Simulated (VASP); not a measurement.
Given:

```
CELL_PARAMETERS angstrom
      2.69253     0.00000     0.00000
      0.00000     2.69253     0.00000
      0.00000     0.00000     2.69253
ATOMIC_POSITIONS crystal
  B  0.00000 0.00000 0.00000
  P  0.50000 0.50000 0.50000
```

Method: PBEsol GGA, VASP's PBE PAW potentials (set 64) (plane waves; VASP). Run with 620 eV cut-off, 13×13×13 Γ-centred mesh, first-order Methfessel-Paxton smearing of 0.10 eV, potentials B P.

Question: What does the run give for the energy per atom (σ→0), band gap (on the k-mesh) with the smallest direct gap where there is one?

Answer: 
```json
{
  "band gap (on the k-mesh)": "none (metal, semimetal or under 0.01 eV)",
  "energy per atom (σ→0)": "-492.6 kJ/mol-atom"
}
```

Only differences to runs with the same potentials and settings are physical.

The structure was generated: BP was put into the CsCl type type (Pm-3m), which need not be its known phase. It was relaxed first, which changed the volume by +28 %. VASP warned that the highest band is occupied, so more bands are needed.
